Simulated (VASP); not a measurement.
BN (hex) is relaxed at rising pressure, each step from the one before. Symmetry mostly holds the structure type, and other phases were not tried. The mesh follows the cell, and a change of mesh leaves a small step in the series.

Input:

Space group P6₃/mmc (No. 194); a = b = 2.491 Å, c = 6.461 Å, α = β = 90.00°, γ = 120.00°

| atom | site | symmetry | x | y | z |
|---|---|---|---|---|---|
| B | 2c | -6m2 | 0.3333 | 0.6667 | 0.2500 |
| N | 2d | -6m2 | 0.6667 | 0.3333 | 0.2500 |

Level of theory: LDA (Ceperley-Alder, Perdew-Zunger), VASP's LDA PAW potentials (set 64) (plane waves; VASP). Settings: 620 eV cut-off, 10×10×4 Γ-centred mesh, Gaussian smearing of 0.050 eV, potentials B N.

```
P (GPa)  V (Å³/atom)  H − H(0) (eV/atom)  space group   k-mesh
-------  -----------  ------------------  -----------  -------
0               8.68               0.000     P6_3/mmc  10×10×4
5                ___                 ___     P6_3/mmc  10×10×4
10              7.38               0.494     P6_3/mmc  10×10×4
20              6.85               0.938     P6_3/mmc  10×10×4
30              6.47               1.354     P6_3/mmc  10×10×5
45               ___                 ___     P6_3/mmc  10×10×5
```

### Question
Fill in the missing entries.

### Answer

- 5, V (Å³/atom): 7.82
- 5, H − H(0) (eV/atom): 0.256
- 45, V (Å³/atom): 6.06
- 45, H − H(0) (eV/atom): 1.941

Pressures at which the relaxation failed are left out.

The compound is BN in the hex structure.
